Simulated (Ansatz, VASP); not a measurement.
# MoS2 in two plane-wave programs

Aim: how closely do two programs agree when they are given the same cell, functional and k mesh? The cell is taken from a series of VASP runs on this material, whose earlier steps may have relaxed, scaled or displaced it; both programs get it as it stands.

Method: plane waves, with VASP 6.6.1 beside it; relaxation of cell and atoms at r2SCAN, in Ansatz 0.2.0.

## 1. Set-up

It takes space group P6_3/mmc (No. 194, hexagonal). Conventional cell: a = 3.182 Å, b = 3.182 Å, c = 12.792 Å, α = 90.00°, β = 90.00°, γ = 120.00°. Nearest to Mo lie 6 S at 2.41 Å. Nearest to S lie 3 Mo at 2.41 Å. Farther neighbours and most contacts between anions are not listed.

As a file:

```cif
data_structure
_symmetry_space_group_name_H-M 'P 1'
_symmetry_Int_Tables_number 1
_cell_length_a 3.1821
_cell_length_b 3.1821
_cell_length_c 12.7919
_cell_angle_alpha 90.000
_cell_angle_beta 90.000
_cell_angle_gamma 120.000
_cell_volume 112.17
loop_
_atom_site_label
_atom_site_type_symbol
_atom_site_fract_x
_atom_site_fract_y
_atom_site_fract_z
_atom_site_occupancy
Mo1 Mo 0.33333 0.66667 0.25000 1
Mo2 Mo 0.66667 0.33333 0.75000 1
S3 S 0.33333 0.66667 0.62856 1
S4 S 0.66667 0.33333 0.12856 1
S5 S 0.33333 0.66667 0.87144 1
S6 S 0.66667 0.33333 0.37144 1
```

## 2. VASP: relaxation of cell and atoms, r2SCAN

The relaxed volume is the usual yardstick between codes: its relative difference is about their pressure difference at one cell divided by the bulk modulus.

Lines of VASP's logs that name or quote its potential files are left out, and so is its time.

File INCAR:

```
SYSTEM = MoS2
PREC = Accurate
ENCUT = 400
EDIFF = 1E-06
NELM = 100
ISMEAR = 0
SIGMA = 0.05
LREAL = .FALSE.
ALGO = Normal
METAGGA = R2SCAN
LASPH = .TRUE.
NBANDS = 32
LORBIT = 11
LWAVE = .FALSE.
LCHARG = .FALSE.
KPAR = 4
IBRION = 2
NSW = 60
ISIF = 3
EDIFFG = -0.01
```

File POSCAR:

```
MoS2
1.0
    3.1820585831      0.0000000000      0.0000000000
   -1.5910292916      2.7557435693      0.0000000000
    0.0000000000      0.0000000000     12.7919415260
Mo S
2 4
Direct
    0.3333333333      0.6666666667      0.2500000000
    0.6666666667      0.3333333333      0.7500000000
    0.3333333333      0.6666666667      0.6285634122
    0.6666666667      0.3333333333      0.1285634122
    0.3333333333      0.6666666667      0.8714365878
    0.6666666667      0.3333333333      0.3714365878
```

File KPOINTS:

```
Automatic mesh
0
Gamma
8 8 2
0 0 0
```

PAW data sets: Mo_sv and S (PBE family, release 64).

Command:

```sh
$ mpirun -np 4 vasp_std
```

Numbers of over 12 decimals in the logs are rounded to 6 here.

The program printed:

```text
[banner, memory and clock lines left out]
running    4 mpi-ranks, on    1 nodes
 distrk:  each k-point on    1 cores,    4 groups
 distr:  one band on    1 cores,    1 groups

 POSCAR found type information on POSCAR MoS
 POSCAR found :  2 types and       6 ions
|                                                                             |
|               ----> ADVICE to this user running VASP <----                  |
|                                                                             |
|     You enforced a specific xc type in the INCAR file but a different       |
|     [... a line on the potential file left out ...]
|     I HOPE YOU KNOW WHAT YOU ARE DOING!                                     |
|                                                                             |

 LDA part: xc-table for (None), standard interpolation
 POSCAR, INCAR and KPOINTS ok, starting setup
 FFT: planning ... GRIDC
 FFT: planning ... GRID_SOFT
 FFT: planning ... GRID
 WAVECAR not read
 entering main loop
       N       E                     dE             d eps       ncg     rms          rms(c)
DAV:   1     0.327920172565E+03    0.32792E+03   -0.26729E+04  1456   0.128E+03
DAV:   2    -0.892785464251E+02   -0.41720E+03   -0.40570E+03  1608   0.358E+02
DAV:   3    -0.109009316360E+03   -0.19731E+02   -0.19576E+02  1640   0.712E+01
DAV:   4    -0.109418762059E+03   -0.40945E+00   -0.40829E+00  1584   0.103E+01
DAV:   5    -0.109429852089E+03   -0.11090E-01   -0.11084E-01  1648   0.155E+00    0.379E+01
DAV:   6    -0.904336372815E+02    0.18996E+02   -0.22526E+01  1496   0.320E+01    0.132E+01
DAV:   7    -0.901560556673E+02    0.27758E+00   -0.42674E+00  1392   0.118E+01    0.669E+00
DAV:   8    -0.900809688112E+02    0.75087E-01   -0.88329E-01  1608   0.552E+00    0.342E+00
DAV:   9    -0.900828051286E+02   -0.18363E-02   -0.81700E-02  1592   0.169E+00    0.795E-01
DAV:  10    -0.900798694936E+02    0.29356E-02   -0.29387E-02  1592   0.948E-01    0.441E-01
DAV:  11    -0.900799866817E+02   -0.11719E-03   -0.14119E-03  1552   0.205E-01    0.284E-01
DAV:  12    -0.900798191887E+02    0.16749E-03   -0.55857E-04  1632   0.135E-01    0.153E-01
DAV:  13    -0.900798474820E+02   -0.28293E-04   -0.38652E-04  1608   0.119E-01    0.374E-02
DAV:  14    -0.900798479216E+02   -0.43960E-06   -0.13636E-05  1752   0.240E-02    0.192E-02
DAV:  15    -0.900798475341E+02    0.38751E-06   -0.17225E-06  1056   0.760E-03
   1 F= -.90079848E+02 E0= -.90079848E+02  d E =-.900798E+02
 curvature:   0.00 expect dE= 0.000E+00 dE for cont linesearch  0.000E+00
 trial: gam= 0.00000 g(F)=  0.219E-04 g(S)=  0.342E-04 ort = 0.000E+00 (trialstep = 0.100E+01)
 search vector abs. value=  0.561E-04
 bond charge predicted
       N       E                     dE             d eps       ncg     rms          rms(c)
DAV:   1    -0.900801135996E+02   -0.26568E-03   -0.84324E-03  1368   0.681E-01    0.149E-01
DAV:   2    -0.900799181112E+02    0.19549E-03   -0.91309E-04  1480   0.211E-01    0.427E-02
DAV:   3    -0.900798854902E+02    0.32621E-04   -0.10413E-04  1704   0.507E-02    0.207E-02
DAV:   4    -0.900798808699E+02    0.46204E-05   -0.26379E-05  1568   0.338E-02    0.161E-02
DAV:   5    -0.900798777953E+02    0.30745E-05   -0.32494E-06  1216   0.110E-02    0.110E-02
DAV:   6    -0.900798758030E+02    0.19923E-05   -0.10283E-06   904   0.604E-03    0.249E-03
DAV:   7    -0.900798753323E+02    0.47073E-06   -0.39193E-07   856   0.495E-03
   2 F= -.90079875E+02 E0= -.90079875E+02  d E =-.277981E-04
 trial-energy change:   -0.000028  1 .order   -0.000028   -0.000056   -0.000000
 step:   1.0053(harm=  1.0053)  dis= 0.00052  next Energy=   -90.079876 (dE=-0.282E-04)
 reached required accuracy - stopping structural energy minimisation
```

OUTCAR, selected parts (step 2):

```text
ion  position               nearest neighbor table
   1  0.333  0.667  0.250-   4 2.41   6 2.41   4 2.41   6 2.41   4 2.41   6 2.41
   2  0.667  0.333  0.750-   3 2.41   5 2.41   3 2.41   5 2.41   3 2.41   5 2.41
   3  0.333  0.667  0.629-   2 2.41   2 2.41   2 2.41
   4  0.667  0.333  0.129-   1 2.41   1 2.41   1 2.41
   5  0.333  0.667  0.871-   2 2.41   2 2.41   2 2.41
   6  0.667  0.333  0.371-   1 2.41   1 2.41   1 2.41

  LATTYP: Found a hexagonal cell.
 ALAT       =     3.1820585831
 C/A-ratio  =     4.0200207482

 Subroutine GETGRP returns: Found 24 space group operations
 (whereof 12 operations were pure point group operations)

The static configuration has the point symmetry D_3d.
 The point group associated with its full space group is D_6h.

 Found     20 irreducible k-points:

   k-points           NKPTS =     20   k-points in BZ     NKDIM =     20   number of bands    NBANDS=     32

   dimension x,y,z NGX =    24 NGY =   24 NGZ =   84
   dimension x,y,z NGXF=    48 NGYF=   48 NGZF=  168

   ENCUT  =  400.0 eV  29.40 Ry    5.42 a.u.   5.19  5.19 20.86*2*pi/ulx,y,z

   NELECT =      52.0000    total number of electrons

 k-points in reciprocal lattice and weights: Automatic mesh
   0.00000000  0.00000000  0.00000000       0.008
   0.12500000 -0.00000000  0.00000000       0.047
   0.25000000 -0.00000000  0.00000000       0.047
   0.37500000 -0.00000000  0.00000000       0.047
   0.50000000 -0.00000000  0.00000000       0.023
   0.12500000  0.12500000  0.00000000       0.047
   0.25000000  0.12500000  0.00000000       0.094
   0.37500000  0.12500000  0.00000000       0.094
   0.25000000  0.25000000  0.00000000       0.047
[...]
0.25000000  0.25000000  0.50000000       0.047
   0.37500000  0.25000000  0.50000000       0.047

 average (electrostatic) potential at core
       1 -80.6643       2 -80.6643       3 -88.0652       4 -88.0652       5 -88.0652
       6 -88.0652

 E-fermi :   7.0365

 k-point     1 :       0.0000    0.0000    0.0000
  band No.  band energies     occupation
    ...
     22       4.4591      2.00000
     23       4.4591      2.00000
     24       5.2309      2.00000
     25       5.7561      2.00000
     26       6.7130      2.00000
     27       9.0290      0.00000
     28       9.0290      0.00000
     29       9.0454      0.00000
     30       9.0454      0.00000
     31       9.2418      0.00000
    ...

 k-point     2 :       0.1250   -0.0000    0.0000
  band No.  band energies     occupation
    ...
     22       4.1111      2.00000
     23       4.6564      2.00000
     24       5.4921      2.00000
     25       5.7241      2.00000
     26       6.3184      2.00000
     27       8.7145      0.00000
     28       8.8410      0.00000
     29       8.9645      0.00000
     30       8.9775      0.00000
     31       9.0150      0.00000
    ...

 k-point     3 :       0.2500   -0.0000    0.0000
  band No.  band energies     occupation
    ...
     22       4.1622      2.00000
     23       4.4372      2.00000
     24       5.0315      2.00000
     25       5.3236      2.00000
     26       5.4201      2.00000
     27       8.1852      0.00000
     28       8.5453      0.00000
     29       8.6755      0.00000
     30       8.8929      0.00000
     31       9.0901      0.00000
    ...

  Total       -0.0184440     -0.0184440      0.0160550      0.0000000      0.0000000      0.0000000
  in kB       -0.2632481     -0.2632481      0.2291502      0.0000000      0.0000000      0.0000000
  external PRESSURE =      -0.0991153 kB  Pullay stress =       0.0000000 kB

  energy-cutoff  :      400.00
  volume of cell :      112.25
      direct lattice vectors                 reciprocal lattice vectors
     3.183238389 -0.000000000  0.000000000     0.314145495  0.181371986 -0.000000000
    -1.591619195  2.756765311 -0.000000000     0.000000000  0.362743972 -0.000000000
     0.000000000  0.000000000 12.791771512    -0.000000000 -0.000000000  0.078175255

 POSITION                                       TOTAL-FORCE (eV/Angst)
 -----------------------------------------------------------------------------------
     -0.00000      1.83784      3.19794         0.000000     -0.000000      0.000000
      1.59162      0.91892      9.59383        -0.000000      0.000000      0.000000
     -0.00000      1.83784      8.04095         0.000000     -0.000000      0.006901
      1.59162      0.91892      1.64507         0.000000     -0.000000      0.006901
     -0.00000      1.83784     11.14670         0.000000     -0.000000     -0.006901
      1.59162      0.91892      4.75082        -0.000000      0.000000     -0.006901
 -----------------------------------------------------------------------------------
    total drift:                               -0.000000      0.000000     -0.000000

  FREE ENERGIE OF THE ION-ELECTRON SYSTEM (eV)
  ---------------------------------------------------
  free  energy   TOTEN  =       -90.0798753323 eV

  energy  without entropy=      -90.0798753323  energy(sigma->0) =      -90.07987533

 reached required accuracy - stopping structural energy minimisation

 total charge
# of ion       s       p       d       tot
------------------------------------------
    1        2.284   6.221   3.904  12.409
    2        2.284   6.221   3.904  12.409
    3        1.355   2.365   0.000   3.720
    4        1.355   2.365   0.000   3.720
    5        1.355   2.365   0.000   3.720
    6        1.355   2.365   0.000   3.720
--------------------------------------------------
tot          9.987  21.902   7.808  39.696

[... 3 further parts left out ...]
```

CONTCAR:

```
MoS2
   1.00000000000000
     3.1832383891715317   -0.0000000000000214    0.0000000000000000
    -1.5916191946358029    2.7567653113295019   -0.0000000000000000
     0.0000000000000000    0.0000000000000000   12.7917715118105448
  Mo              S
     2     4
Direct
     0.3333333332999970    0.6666666667000030    0.2500000000000000
     0.6666666667000030    0.3333333332999970    0.7500000000000000
     0.3333333332999970    0.6666666667000030    0.6286035895736704
     0.6666666667000030    0.3333333332999970    0.1286035895736704
     0.3333333332999970    0.6666666667000030    0.8713964104263296
     0.6666666667000030    0.3333333332999970    0.3713964104263296
```

This run has no spin polarisation, so a moment on Mo, if there is one, isn't seen. The bonds form layers, held to each other by dispersion, which r2SCAN holds only at short range, so the spacing between them may come out too wide. The run keeps the 24 symmetry operations of its start, so it cannot find a distortion of lower symmetry.

[end of part 1 of 2]

[Lines on the potential files, build, host, timing and source positions are cut from VASP's logs without a mark.]

[Logs are printed without paths, hosts, clocks, repeated set-up lines and the standing remarks that a program may print on its own settings, such as how far it seeks lower states.]

[Hosts, paths, dates, database ids (printed as entryN), source tags and the programs' standing remarks are cut or masked in the printed files.]
